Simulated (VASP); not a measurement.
A VASP calculation is set up with these files.

INCAR:
```
SYSTEM = LaPt5
PREC = Accurate
ENCUT = 300
EDIFF = 1E-6
NELM = 100
ALGO = Normal
LREAL = .FALSE.
LASPH = .TRUE.
ISMEAR = 0
SIGMA = 0.1
LMAXMIX = 6
LWAVE = .FALSE.
LCHARG = .FALSE.
ISIF = 2
```

POSCAR:
```
LaPt5
1
    5.4285500000     0.0000000000     0.0000000000
   -2.7142750000     4.7012620000     0.0000000000
    0.0000000000     0.0000000000     4.3933300000
La Pt
1 5
Direct
  0.0000000000   0.0000000000   0.0000000000
  0.3333330000   0.6666670000   0.0000000000
  0.6666670000   0.3333330000   0.0000000000
  0.5000000000   0.0000000000   0.5000000000
  0.5000000000   0.5000000000   0.5000000000
  0.0000000000   0.5000000000   0.5000000000
```

KPOINTS:
```
Automatic mesh
0
Gamma
 6 6 7
0 0 0
```

POTCAR, in this order: La Pt (LDA.64 set). Program: vasp_std.

Problem. Translate this LDA calculation to Ansatz.

Solution. One equivalent input (not run):
Ansatz 0.2 input:
```yaml
crystal:
  lattice:
    - [5.4285500, 0.0000000, 0.0000000]
    - [-2.7142750, 4.7012620, 0.0000000]
    - [0.0000000, 0.0000000, 4.3933300]
  atoms:
    - { symbol: La, position: [0.0000000, 0.0000000, 0.0000000] }
    - { symbol: Pt, position: [0.3333330, 0.6666670, 0.0000000] }
    - { symbol: Pt, position: [0.6666670, 0.3333330, 0.0000000] }
    - { symbol: Pt, position: [0.5000000, 0.0000000, 0.5000000] }
    - { symbol: Pt, position: [0.5000000, 0.5000000, 0.5000000] }
    - { symbol: Pt, position: [0.0000000, 0.5000000, 0.5000000] }
kpoints:
  mp_grid: { grid: [6, 6, 7] }
hamiltonian:
  xc: lda
  pseudopotentials: { kind: paw }
scf:
  occupations: { method: gaussian, width: 0.1 }
  max_iter: 100
output: { forces: true, stress: true, eigenvalues: true }
```
What does not carry over: each code has its own PAW files, so the cut-off isn't converted (ENCUT is set for VASP's; basis.ecutwfc is left out, and Ansatz then takes the one that its files recommend); Ansatz stops its SCF on the density residual and VASP on the energy change (EDIFF); Ansatz's lda is the Perdew-Wang form, while the LDA potentials of VASP carry Perdew-Zunger's.

The structure comes from a computed database's LaPt5 entry (P6/mmm); how it stands against other phases isn't given here. The cell was not relaxed at this level.
